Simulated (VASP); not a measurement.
Method: PBE GGA, VASP's PBE PAW potentials (set 64) (plane waves; VASP).

Gaps are without spin-orbit coupling.

- volume per atom: 34.47 Å³/atom
- band gap (over mesh and band path): 2.36 eV
- smallest direct gap (over mesh and band path): 2.36 eV
- Hill bulk modulus: 34.2 GPa
- Hill shear modulus: 12.1 GPa

Task: Which relaxed crystal gives these values?
A) RbCl, Fm-3m (225)
B) InP, F-43m (216)
C) TiO2, I4_1/amd (141)
D) MgTe, P6_3mc (186)

Result: D, MgTe, P6_3mc (186)
